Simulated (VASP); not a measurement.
```xyz
4
Lattice="1.9029 -3.2960 0.0000 1.9029 3.2960 0.0000 0.0000 0.0000 6.2329" Properties=species:S:1:pos:R:3 pbc="T T T"
Zn     1.9029    -1.0987     3.1172
Zn     1.9029     1.0987     0.0007
S      1.9029    -1.0987     5.4530
S      1.9029     1.0987     2.3366
```

Method: PBE GGA with D3 dispersion (zero damping), VASP's PBE PAW potentials (set 64) (plane waves; VASP). Run with 520 eV cut-off, Gaussian smearing of 0.050 eV, potentials Zn S.

What does the run give for the band gap (along the path) with the smallest direct gap where there is one?

```
Quantity                                Value
------------------------------------  -------
band gap (along the path)             2.23 eV
smallest direct gap (along the path)  2.23 eV
```

Only differences to runs with the same potentials and settings are physical.

The compound is ZnS in the wurtzite structure, the high-temperature form. It was relaxed first.
